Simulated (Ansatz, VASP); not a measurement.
## BaY: VASP beside Ansatz

Wanted: the spread between two codes on one cell, functional and k mesh. The cell is generated by rule, not measured, and may not be a known phase. The cell is taken from a series of runs on this material, whose earlier steps may have relaxed, scaled, displaced or heated it; both programs get it as it stands.

Main program and level: Ansatz 0.2.0; plane waves, with VASP 6.6.1 beside it; relaxation of cell and atoms at RPBE and zone-centre phonons at RPBE.

### 1. The structure

Symmetry: Pm-3m, No. 221, cubic system. The conventional cell has a = 4.507 Å, b = 4.507 Å, c = 4.507 Å, α = 90.00°, β = 90.00°, γ = 90.00°. Ba has 8 Y at 3.90 Å nearest. Y has 8 Ba at 3.90 Å nearest. Farther neighbours are not listed.

Structure file:

```cif
data_structure
_symmetry_space_group_name_H-M 'Pm-3m'
_symmetry_Int_Tables_number 221
_cell_length_a 4.5068
_cell_length_b 4.5068
_cell_length_c 4.5068
_cell_angle_alpha 90.000
_cell_angle_beta 90.000
_cell_angle_gamma 90.000
_cell_volume 91.54
loop_
_atom_site_label
_atom_site_type_symbol
_atom_site_symmetry_multiplicity
_atom_site_Wyckoff_symbol
_atom_site_fract_x
_atom_site_fract_y
_atom_site_fract_z
_atom_site_occupancy
Ba1 Ba 1 a 0.00000 0.00000 0.00000 1
Y1 Y 1 b 0.50000 0.50000 0.50000 1
```

### 2. VASP: relaxation of cell and atoms, RPBE

The relaxed volume is the usual yardstick between codes: in a stiff, nearly cubic crystal its relative difference is about their pressure difference at one cell divided by the bulk modulus.

Lines of VASP's logs that name or quote its potential files are left out, and so is its time.

INCAR reads:

```
SYSTEM = BaY
PREC = Accurate
ENCUT = 500
EDIFF = 1E-07
NELM = 120
ISMEAR = 0
SIGMA = 0.1
LREAL = .FALSE.
ALGO = Normal
GGA = RP
NBANDS = 16
LASPH = .TRUE.
LORBIT = 11
LWAVE = .FALSE.
LCHARG = .FALSE.
ISIF = 3
IBRION = 2
NSW = 80
EDIFFG = -0.005
GGA_COMPAT = .FALSE.
NELMIN = 4
KPAR = 2
```

POSCAR reads:

```
BaY
1.0
    4.5068070000      0.0000000000      0.0000000000
    0.0000000000      4.5068070000      0.0000000000
    0.0000000000      0.0000000000      4.5068070000
Ba Y
1 1
Direct
    0.0000000000      0.0000000000      0.0000000000
    0.4999998891      0.4999998891      0.4999998891
```

KPOINTS reads:

```
Automatic mesh
0
Gamma
8 8 8
0 0 0
```

The projector-augmented-wave data sets are Ba_sv and Y_sv (PBE family, release 64).

Command:

```
mpirun -np 2 vasp_std
```

Numbers of over 12 decimals in the logs are rounded to 6 here.

Log:

```text
[banner, memory and clock lines left out]
running    2 mpi-ranks, on    1 nodes
 distrk:  each k-point on    1 cores,    2 groups
 distr:  one band on    1 cores,    1 groups

 POSCAR found type information on POSCAR BaY
 POSCAR found :  2 types and       2 ions
|                                                                             |
|               ----> ADVICE to this user running VASP <----                  |
|                                                                             |
|     You enforced a specific xc type in the INCAR file but a different       |
|     [... a line on the potential file left out ...]
|     I HOPE YOU KNOW WHAT YOU ARE DOING!                                     |
|                                                                             |

 LDA part: xc-table for (Slater+PW92), standard interpolation
 POSCAR, INCAR and KPOINTS ok, starting setup
 FFT: planning ... GRIDC
 FFT: planning ... GRID_SOFT
 FFT: planning ... GRID
 WAVECAR not read
 entering main loop
       N       E                     dE             d eps       ncg     rms          rms(c)
DAV:   1     0.110805120490E+03    0.11081E+03   -0.96445E+03  1128   0.111E+03
DAV:   2    -0.544947825915E+00   -0.11135E+03   -0.10905E+03  1528   0.236E+02
DAV:   3    -0.775630997169E+01   -0.72114E+01   -0.71839E+01  1944   0.467E+01
DAV:   4    -0.794999701599E+01   -0.19369E+00   -0.19368E+00  1528   0.693E+00
DAV:   5    -0.795290080934E+01   -0.29038E-02   -0.29038E-02  1744   0.734E-01    0.156E+01
DAV:   6    -0.712157256264E+01    0.83133E+00   -0.22966E+00  1368   0.497E+00    0.110E+01
DAV:   7    -0.710546794443E+01    0.16105E-01   -0.14383E+00  1576   0.388E+00    0.282E+00
DAV:   8    -0.709625415103E+01    0.92138E-02   -0.60296E-01  1296   0.276E+00    0.159E+00
DAV:   9    -0.708365608261E+01    0.12598E-01   -0.15134E-01  1376   0.141E+00    0.936E-01
DAV:  10    -0.708230825323E+01    0.13478E-02   -0.74475E-03  1416   0.393E-01    0.170E-01
DAV:  11    -0.708234081125E+01   -0.32558E-04   -0.13239E-03  1624   0.188E-01    0.441E-02
DAV:  12    -0.708233984700E+01    0.96424E-06   -0.23635E-05  1456   0.289E-02    0.314E-02
DAV:  13    -0.708233085521E+01    0.89918E-05   -0.24950E-05  1504   0.228E-02    0.150E-02
DAV:  14    -0.708232902382E+01    0.18314E-05   -0.70677E-06  1720   0.119E-02    0.294E-03
DAV:  15    -0.708232884605E+01    0.17777E-06   -0.16776E-07  1112   0.216E-03    0.775E-04
DAV:  16    -0.708232873409E+01    0.11196E-06   -0.20955E-08   728   0.102E-03    0.278E-04
DAV:  17    -0.708232874767E+01   -0.13579E-07   -0.64054E-09   688   0.479E-04
   1 F= -.70823287E+01 E0= -.70731227E+01  d E =-.708233E+01
 curvature:   0.00 expect dE= 0.000E+00 dE for cont linesearch  0.000E+00
 trial: gam= 0.00000 g(F)=  0.000E+00 g(S)=  0.246E-03 ort = 0.000E+00 (trialstep = 0.100E+01)
 search vector abs. value=  0.246E-03
 bond charge predicted
       N       E                     dE             d eps       ncg     rms          rms(c)
DAV:   1    -0.708519644976E+01   -0.28677E-02   -0.62582E-02  1592   0.164E+00    0.309E-01
DAV:   2    -0.708290955443E+01    0.22869E-02   -0.64362E-03  1376   0.500E-01    0.150E-01
DAV:   3    -0.708238730621E+01    0.52225E-03   -0.46433E-03  1880   0.330E-01    0.865E-02
DAV:   4    -0.708241913589E+01   -0.31830E-04   -0.18549E-04  1360   0.722E-02    0.531E-02
DAV:   5    -0.708248375491E+01   -0.64619E-04   -0.16527E-04  1928   0.602E-02    0.168E-02
DAV:   6    -0.708248386542E+01   -0.11051E-06   -0.33013E-06  1304   0.873E-03    0.160E-02
DAV:   7    -0.708248391891E+01   -0.53492E-07   -0.95480E-07  1352   0.792E-03
   2 F= -.70824839E+01 E0= -.70731946E+01  d E =-.155171E-03
 trial-energy change:   -0.000155  1 .order   -0.000134   -0.000246   -0.000022
 step:   1.0629(harm=  1.1003)  dis= 0.00000  next Energy=    -7.082485 (dE=-0.156E-03)
 reached required accuracy - stopping structural energy minimisation
```

Parts of OUTCAR (step 2):

```text
ion  position               nearest neighbor table
   1  0.000  0.000  0.000-   2 3.90   2 3.90   2 3.90   2 3.90   2 3.90   2 3.90   2 3.90   2 3.90

  LATTYP: Found a simple cubic cell.
 ALAT       =     4.5068070000

 Subroutine GETGRP returns: Found 48 space group operations
 (whereof 48 operations were pure point group operations)

The static configuration has the point symmetry O_h .

 Found     35 irreducible k-points:

   k-points           NKPTS =     35   k-points in BZ     NKDIM =     35   number of bands    NBANDS=     16

   dimension x,y,z NGX =    36 NGY =   36 NGZ =   36
   dimension x,y,z NGXF=    72 NGYF=   72 NGZF=   72

   ENCUT  =  500.0 eV  36.75 Ry    6.06 a.u.   8.22  8.22  8.22*2*pi/ulx,y,z

   NELECT =      21.0000    total number of electrons

 k-points in reciprocal lattice and weights: Automatic mesh
   0.00000000  0.00000000  0.00000000       0.002
   0.12500000  0.00000000  0.00000000       0.012
   0.25000000  0.00000000  0.00000000       0.012
   0.37500000  0.00000000  0.00000000       0.012
   0.50000000  0.00000000  0.00000000       0.006
   0.12500000  0.12500000  0.00000000       0.023
   0.25000000  0.12500000  0.00000000       0.047
   0.37500000  0.12500000  0.00000000       0.047
   0.50000000  0.12500000  0.00000000       0.023
[...]
0.50000000  0.50000000  0.37500000       0.012
   0.50000000  0.50000000  0.50000000       0.002

 average (electrostatic) potential at core
       1 -37.9843       2 -39.8131

 E-fermi :   2.3294

 k-point     1 :       0.0000    0.0000    0.0000
  band No.  band energies     occupation
    ...
      7     -10.8894      2.00000
      8     -10.8894      2.00000
      9      -1.2598      2.00000
     10       1.3808      2.00000
     11       1.3808      2.00000
     12       3.8283      0.00000
     13       3.8283      0.00000
     14       3.8283      0.00000
     15       5.6442      0.00000
     16       5.6442      0.00000

 k-point     2 :       0.1250    0.0000    0.0000
  band No.  band energies     occupation
    ...
      7     -10.8872      2.00000
      8     -10.8872      2.00000
      9      -1.0814      2.00000
     10       1.4743      2.00000
     11       1.4890      2.00000
     12       3.7905      0.00000
     13       3.7905      0.00000
     14       3.8893      0.00000
     15       5.3402      0.00000
     16       5.7018      0.00000

 k-point     3 :       0.2500    0.0000    0.0000
  band No.  band energies     occupation
    ...
      7     -10.8820      2.00000
      8     -10.8820      2.00000
      9      -0.5816      2.00000
     10       1.6808      2.00000
     11       1.7479      2.00000
     12       3.7238      0.00000
     13       3.7238      0.00000
     14       4.0556      0.00000
     15       4.6386      0.00000
     16       5.3408      0.00000

  Total        0.0053173      0.0053173      0.0053173     -0.0000000      0.0000000     -0.0000000
  in kB        0.0926749      0.0926749      0.0926749     -0.0000000      0.0000000     -0.0000000
  external PRESSURE =       0.0926749 kB  Pullay stress =       0.0000000 kB

  energy-cutoff  :      500.00
  volume of cell :       91.93
      direct lattice vectors                 reciprocal lattice vectors
     4.513148651 -0.000000000  0.000000000     0.221574798  0.000000000 -0.000000000
    -0.000000000  4.513148651 -0.000000000     0.000000000  0.221574798  0.000000000
     0.000000000 -0.000000000  4.513148651    -0.000000000  0.000000000  0.221574798

 POSITION                                       TOTAL-FORCE (eV/Angst)
 -----------------------------------------------------------------------------------
      0.00000      0.00000      0.00000         0.000000      0.000000      0.000000
      2.25657      2.25657      2.25657        -0.000000     -0.000000      0.000000
 -----------------------------------------------------------------------------------
    total drift:                                0.000392      0.000392      0.000392

  FREE ENERGIE OF THE ION-ELECTRON SYSTEM (eV)
  ---------------------------------------------------
  free  energy   TOTEN  =        -7.0824839189 eV

  energy  without entropy=       -7.0639052859  energy(sigma->0) =       -7.07319460

 reached required accuracy - stopping structural energy minimisation

 total charge
# of ion       s       p       d       f       tot
--------------------------------------------------
    1        2.065   5.544   0.378   0.000   7.987
    2        2.283   6.121   0.753   0.002   9.159
--------------------------------------------------
tot          4.348  11.665   1.131   0.002  17.146

[... 3 further parts left out ...]
```

CONTCAR:

```
BaY
   1.00000000000000
     4.5131486511009342   -0.0000000000000000    0.0000000000000000
    -0.0000000000000000    4.5131486511009342   -0.0000000000000000
     0.0000000000000000   -0.0000000000000000    4.5131486511009342
  Ba              Y
     1     1
Direct
     0.0000000000000000    0.0000000000000000    0.0000000000000000
     0.4999998891000033    0.4999998891000033    0.4999998891000033
```

### 3. Ansatz: relaxation of cell and atoms, RPBE

Ansatz runs on its default PAW (the set named soft_2) files.

The same cell, functional, mesh and smearing now go to Ansatz, which takes its cutoff from its data sets.

input.yaml reads:

```yaml
crystal:
  lattice:
    - [4.5068065823, 0.0, 0.0]
    - [0.0, 4.5068065823, 0.0]
    - [0.0, 0.0, 4.5068065823]
  atoms:
    - { symbol: Ba, position: [0.0, 0.0, 0.0] }
    - { symbol: "Y", position: [0.5, 0.5, 0.5] }
kpoints:
  mp_grid: { grid: [8, 8, 8] }
hamiltonian:
  xc: rpbe
scf:
  occupations: { method: gaussian, width: 0.1 }
output:
  forces: true
  stress: true
  eigenvalues: true
  write_density: true
  write_potential: true
  elf: true
  volumetric_format: npy
relax:
  adjacent_minimum: "off"
  f_tol: 0.005
  max_steps: 80
  cell: { stress_tol: 0.05 }
```

Command:

```
ansatz run input.yaml --threads 4 --pin off --max-ram 7168MiB --backend cpu --events-out ev --progress --plain --runs-dir out
```

Log:

```text
Engine: ansatz 0.2.0, aarch64-unknown-linux-gnu
Pseudopotentials: kind: paw
Pseudopotential: Ba, paw, valence charge 10, recommended cutoff 420 eV (normal), Ba.paw.azcp
Pseudopotential: Y, paw, valence charge 11, recommended cutoff 420 eV (normal), Y.paw.azcp
Functional definition: RPBE
  parameter kappa = 0.804
  parameter beta = 0.066725
  exchange = rpbe_x(kappa = kappa, mu = beta*pi^2/3)
  correlation = pbe_c(beta = beta)
Crystal: 2 atoms, lattice volume = 91.539 Å³
Basis set: ecut = 420 eV, 1791 PW (Γ), exchange–correlation on 64×64×64 points (8 copies of the dense FFT grid, shifted against one another)
Bands: 15, of which v1, the nominal top of the filled ones, is band 11 counted from 1 (10 counted from 0)
Symmetry: 48 space group operations
Space group: Pm-3m (ITA 221), of the structure as read, at distance tolerance 4.5e-5 Å
k-points: 35 of 512
Non-local potential: Ba, projectors of the file, l = 0: 3, l = 1: 2, l = 2: 2, l = 3: 2
Non-local potential: Y, projectors of the file, l = 0: 3, l = 1: 2, l = 2: 2, l = 3: 1
PAW form: soft (Blöchl's): semilocal exchange-correlation on the pseudo side does not see the compensation charge
PAW frozen core: Ba, regenerated for the run's functional, and the local potential with it (the file was generated under x = pbe(κ = 0.804, μ = 0.219515), c = pbe(β = 0.066725))
PAW frozen core: Y, regenerated for the run's functional, and the local potential with it (the file was generated under x = pbe(κ = 0.804, μ = 0.219515), c = pbe(β = 0.066725))
PAW one-centre angular grid: Ba, 194 points (default); XC on 64 Gauss nodes
PAW one-centre angular grid: Y, 590 points (default); XC on 64 Gauss nodes
Initial density: superposition of atomic densities (neutral atoms: chi_scale 0, normalization atom), corrected by the library's trained network
Initial wavefunctions: pseudopotential atomic-orbital guess
Functional: x = rpbe, c = pbe(β = 0.066725)
SCF iter   1: F=—  HF=-9813.972398 eV  |F-HF|=—  |Δ(HF+E_count)|=         —  Δρ=3.38e-3  dr2=1.68e-2  ethr=1.77e-3  ⟨swp⟩=6.6  Hψ=3162  notcnv=0
preconditioner: auto → Kerker (q_TF=auto, 2.135 Å⁻¹)  [metal: Δε(μ)=0.070 eV  Ē_g=2.161 eV  σ=0.100 eV  W_gap=0.34  n_scr=18 (ndim 8)  ℏωp=8.7 eV  f_vac=0.000  D(μ)=3.74/eV (n_scr^D=26)]
SCF iter   2: F=—  HF=-9813.971631 eV  |F-HF|=—  |Δ(HF+E_count)|=   7.66e-4  Δρ=2.07e-3  dr2=5.32e-3  ethr=7.98e-5  ⟨swp⟩=2.1  Hψ=1028  notcnv=0
SCF iter   3: F=—  HF=-9813.972431 eV  |F-HF|=—  |Δ(HF+E_count)|=   8.00e-4  Δρ=5.26e-4  dr2=3.47e-4  ethr=2.53e-5  ⟨swp⟩=2.8  Hψ=877  notcnv=0
SCF iter   4: F=—  HF=-9813.972500 eV  |F-HF|=—  |Δ(HF+E_count)|=   6.91e-5  Δρ=1.01e-4  dr2=1.68e-5  ethr=1.65e-6  ⟨swp⟩=2.6  Hψ=832  notcnv=0
SCF iter   5: F=—  HF=-9813.972511 eV  |F-HF|=—  |Δ(HF+E_count)|=   1.06e-5  Δρ=1.67e-5  dr2=2.42e-7  ethr=7.99e-8  ⟨swp⟩=2.0  Hψ=792  notcnv=0
SCF iter   6: F=-9813.972511 eV  HF=-9813.972511 eV  |F-HF|=4.88e-9  |Δ(HF+E_count)|=   1.17e-7  Δρ=3.69e-6  dr2=1.43e-8  ethr=4.76e-10  ⟨swp⟩=10.7  Hψ=4162  notcnv=0
SCF 1 converged in 6 iterations: F = -9813.972511 eV  dr2 = 1.43e-8
  greatest PAW one-centre occupation: 0.994 electrons in one spin orbital (limit 2), on the Y atom at site 1 (counted from 0), in its partial waves of l = 0
relax step   1: F+E_penalty+E_count = -9813.97251073 eV  Δ(F+E_penalty+E_count) = +0.000e0 eV  max|allowed force component| = 7.379e-30 eV/Å  Δτ_max = 0.0000 Å  P = -0.006 GPa  Ω = 91.539 Å³  (6 SCF iters, dr2 threshold 1.00e-7 eV, accepted)
Initial density: handed on by an earlier stage of this run
Initial wavefunctions: pseudopotential atomic-orbital guess (no wavefunctions were taken with the density)
iter 1 solved again at ethr=1.26e-7 eV; its pass at ethr=3.10e-3 eV (dr2=2.65e-5 eV) is discarded
SCF iter   1: F=—  HF=-9813.972503 eV  |F-HF|=—  |Δ(HF+E_count)|=         —  Δρ=3.66e-6  dr2=1.56e-8  ethr=1.26e-7  ⟨swp⟩=3.0  Hψ=4809  notcnv=0
preconditioner: auto → Kerker (q_TF=auto, 2.135 Å⁻¹)  [metal: Δε(μ)=0.065 eV  Ē_g=2.143 eV  σ=0.100 eV  W_gap=0.34  n_scr=18 (ndim 8)  ℏωp=8.7 eV  f_vac=0.000  D(μ)=3.84/eV (n_scr^D=26)]
SCF iter   2: F=—  HF=-9813.972511 eV  |F-HF|=—  |Δ(HF+E_count)|=   7.28e-6  Δρ=2.52e-6  dr2=6.14e-9  ethr=7.45e-11  ⟨swp⟩=2.3  Hψ=933  notcnv=0
SCF iter   3: F=—  HF=-9813.972511 eV  |F-HF|=—  |Δ(HF+E_count)|=   4.82e-9  Δρ=6.10e-7  dr2=3.67e-10  ethr=2.92e-11  ⟨swp⟩=2.4  Hψ=796  notcnv=0
SCF iter   4: F=—  HF=-9813.972511 eV  |F-HF|=—  |Δ(HF+E_count)|=  1.38e-10  Δρ=2.81e-7  dr2=3.58e-11  ethr=1.75e-12  ⟨swp⟩=2.7  Hψ=840  notcnv=0
SCF iter   5: F=-9813.972511 eV  HF=-9813.972511 eV  |F-HF|=3.64e-12  |Δ(HF+E_count)|=  7.28e-12  Δρ=1.95e-8  dr2=3.37e-13  ethr=1.00e-12  ⟨swp⟩=6.0  Hψ=2371  notcnv=0
SCF 2 converged in 5 iterations: F = -9813.972511 eV  dr2 = 3.37e-13
relax step   2: F+E_penalty+E_count = -9813.97251074 eV  Δ(F+E_penalty+E_count) = -5.251e-9 eV  max|allowed force component| = 7.050e-30 eV/Å  Δτ_max = 0.0000 Å  P = -0.006 GPa  Ω = 91.539 Å³  stress off target by 5.78e-3 GPa  SCF on the basis re-selected at this cell (its energy is not comparable with the rows above)  (5 SCF iters)
basis re-selected at this cell: Δ(F+E_penalty+E_count) = -5.251e-9 eV, ΔP = +0.000 GPa vs the last step (what re-selecting the basis moved, of the pressure what is left beyond the Pulay correction that the steps carried, after the strain that the cell walked since its last selection, with what the two solves' SCF thresholds leave and, on support functions, any second-order correction that the steps lacked; it is no m [...]
SCF converged after 5 iterations
Free energy (F): -9813.972511 eV
Harris-Foulkes:  -9813.972511 eV  (|F-HF|=3.64e-12)
Internal energy: -9813.953306 eV  (E = F + TS)
E sigma→0 (E₀):  -9813.962909 eV
Entropy (-TS):   -0.019204 eV (-9.602 meV/atom)
Fermi energy:    7.488512 eV
--- Per-component energies (eV) ---
  E_band       = -213.640051
  E_kinetic    = 469.502773
  E_local      = -1028.560187  (includes V_loc(G=0)·N_el)
  E_nonlocal   = 105.964287
  E_hartree    = 329.152850
  E_xc         = -339.709748
  E_vxc        = -331.323052  (∫ρ·V_xc dr)
  E_paw        = -8066.604727  (= ΣΔE_a)
  E_vpaw       = -87.529568  (= ΣTr[D̂ρ^β])
  E_aug_tail   = 0.000002  (compensation charges beyond the density's cutoff)
  E_ewald      = -1283.576696
  E_core_change = -0.121860  (= ΣΔE_core)
  E_smearing   = -0.019204  (= −TS)
  E_closure    = -0.000000  (closes the sum)
  Σ components = -9813.972511   (vs F -9813.972511, Δ=0.00e0)
--- Forces (eV/Å), atoms counted from 1 ---
  atom   1  Ba    -0.00000000    -0.00000000    -0.00000000
  atom   2  Y      0.00000000    -0.00000000    -0.00000000
  max |Σ_I F_I| component: 9.04e-30 eV/Å
--- Stress (GPa, compression-positive) ---
       -0.005780       0.000000       0.000000
        0.000000      -0.005780      -0.000000
        0.000000       0.000000      -0.005780
  P = ⅓ Tr σ = -0.0058 GPa (-0.058 kbar)
--- Band table (eV; the first three rows and the last of 35) ---
  k-point 0: bands = [... 7 lower, -5.6933, 3.9303, 6.5486, 6.5486, 9.0105, 9.0105, 9.0105, 10.8322]
  k-point 1: bands = [... 7 lower, -5.6911, 4.1089, 6.6396, 6.6580, 8.9665, 8.9665, 9.0656, 10.5048]
  k-point 2: bands = [... 7 lower, -5.6858, 4.6090, 6.8543, 6.9054, 8.8864, 8.8864, 9.2145, 9.7845]
  k-point 34: bands = [... 7 lower, -5.8992, 7.3648, 7.3648, 7.3648, 8.0727, 8.0727, 8.0727, 9.9539]
--- Relaxed structure (1 steps of the walk, 1 accepted, 1 SCFs on fresh bases) ---
  F+E_penalty+E_count = -9813.97251074 eV   max|allowed force component| = 7.050e-30 eV/Å   (the final SCF, on the basis selected at the relaxed cell)
  cell:  # Å, volume = 91.5391 Å³
    - [4.5068065823, 0.0, 0.0]
    - [0.0, 4.5068065823, 0.0]
    - [0.0, 0.0, 4.5068065823]
  atoms:
    - { symbol: Ba, position: [0.0, 0.0, 0.0] }
    - { symbol: Y, position: [0.5, 0.5, 0.5] }
```

### 4. Side by side

Known differences besides the potentials themselves: the cutoff is 420 eV in Ansatz and 500 eV in VASP; Ansatz makes its cores anew for this functional, VASP keeps those of its PBE data sets; Ansatz adds a Pulay correction to the stress that steers its cell, VASP none. Total energies have different zeros and are not compared.

Compared:

| quantity | Ansatz | VASP | difference |
| --- | --- | --- | --- |
| volume (Å³) | 91.54 | 91.93 | -0.42 % |
| edge a after relaxation, in the typed setting (Å) | 4.507 | 4.513 | -0.14 % |

[end of part 1 of 2]

[Lines on the potential files, build, host, timing and source positions are cut from VASP's logs without a mark.]

[Logs are printed without paths, hosts, clocks, repeated set-up lines and the standing remarks that a program may print on its own settings, such as how far it seeks lower states.]

[Hosts, paths, dates, database ids (printed as entryN), source tags and the programs' standing remarks are cut or masked in the printed files.]
